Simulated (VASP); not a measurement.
The input files of a VASP run:

### POSCAR
```
AuZn
1
    3.0686394940     0.0000000000     0.0000000000
    0.0000000000     3.0686394940     0.0000000000
    0.0000000000    -0.0000000000     3.0686394940
Zn Au
1 1
Direct
  0.5000000000   0.5000000000   0.5000000000
  0.0000000000   0.0000000000   0.0000000000
```

**INCAR**
```
! general
SYSTEM  = AuZn
PREC    = Accurate
ENCUT   = 500   ! plane-wave cut-off (eV)
LREAL   = F   ! projection in real space or not
LASPH   = T

! electronic loop
EDIFF   = 1E-6   ! SCF stop (eV)
NELM    = 100   ! most electronic steps
ALGO    = Normal   ! blocked Davidson
LMAXMIX = 6

! smearing
ISMEAR  = 1
SIGMA   = 0.1   ! width (eV)

! functional
GGA     = PS   ! PBEsol

! ions
IBRION  = 2
NSW     = 40   ! most ionic steps
ISIF    = 3   ! ions, shape and volume
EDIFFG  = -0.02   ! ionic stop
PSTRESS = 100   ! kbar

! output
LWAVE   = F
LCHARG  = F
```

**KPOINTS**
```
Automatic mesh
0
gamma
12 12 12
```

POTCAR, in this order: Zn Au (PBE.64 set). Program: vasp_std.

Q: Translate this PBEsol calculation to Ansatz.

A: One equivalent input (not run):
Ansatz 0.2 input:
```yaml
crystal:
  lattice:
    - [3.0686395, 0.0000000, 0.0000000]
    - [0.0000000, 3.0686395, 0.0000000]
    - [0.0000000, 0.0000000, 3.0686395]
  atoms:
    - { symbol: Zn, position: [0.5000000, 0.5000000, 0.5000000] }
    - { symbol: Au, position: [0.0000000, 0.0000000, 0.0000000] }
kpoints:
  mp_grid: { grid: [12, 12, 12] }
hamiltonian:
  xc: pbesol
  pseudopotentials: { kind: paw }
scf:
  occupations: { method: methfessel_paxton, width: 0.1 }
  max_iter: 100
relax:
  max_steps: 40
  f_tol: 0.02
  cell: { p_target: 10 }
output: { forces: true, stress: true, eigenvalues: true }
```
The two are equivalent in intent, not identical: each code has its own PAW files, so the cut-off isn't converted (ENCUT is set for VASP's; basis.ecutwfc is left out, and Ansatz then takes the one that its files recommend); Ansatz stops its SCF on the density residual and VASP on the energy change (EDIFF).

The compound is AuZn in the CsCl type structure. It was relaxed first under an external pressure of 10 GPa.
